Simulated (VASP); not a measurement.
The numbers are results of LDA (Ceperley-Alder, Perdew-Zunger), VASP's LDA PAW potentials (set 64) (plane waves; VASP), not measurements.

VASP ran on this input.

INCAR:
```
ALGO = Normal
EDIFF = 1E-6
EDIFFG = -0.02
ENCUT = 500
IBRION = 2
ISIF = 3
ISMEAR = 1
LASPH = .TRUE.
LCHARG = .FALSE.
LMAXMIX = 4
LREAL = .FALSE.
LWAVE = .FALSE.
NELM = 100
NSW = 40
PREC = Accurate
PSTRESS = 100
SIGMA = 0.1
SYSTEM = Ga
```

**KPOINTS**
```
Automatic
0
gamma
 8 8 7
```

**POSCAR**
```
Ga
1
    2.1155235742    -3.6246281545     0.0000000000
    2.1155235742     3.6246281545    -0.0000000000
    0.0000000000     0.0000000000     4.2818274657
Ga
4
Direct
  0.1548038113   0.8451961887   0.9149296640
  0.3451961887   0.6548038113   0.4149296640
  0.6548038113   0.3451961887   0.5850703360
  0.8451961887   0.1548038113   0.0850703360
```

POTCAR, in this order: Ga_d (LDA.64 set). Program: vasp_std.

Task: What will the output report for the number of irreducible k-points (NKPTS), largest plane-wave count, number of space-group operations, FFT grid (NGX, NGY, NGZ)?

Result: 
```
Item                                          Result
--------------------------------------  ------------
number of irreducible k-points (NKPTS)            84
largest plane-wave count                        1683
number of space-group operations                   8
FFT grid (NGX, NGY, NGZ)                32 × 32 × 32
```

The compound is Ga in the alpha structure. It was relaxed first under an external pressure of 10 GPa.
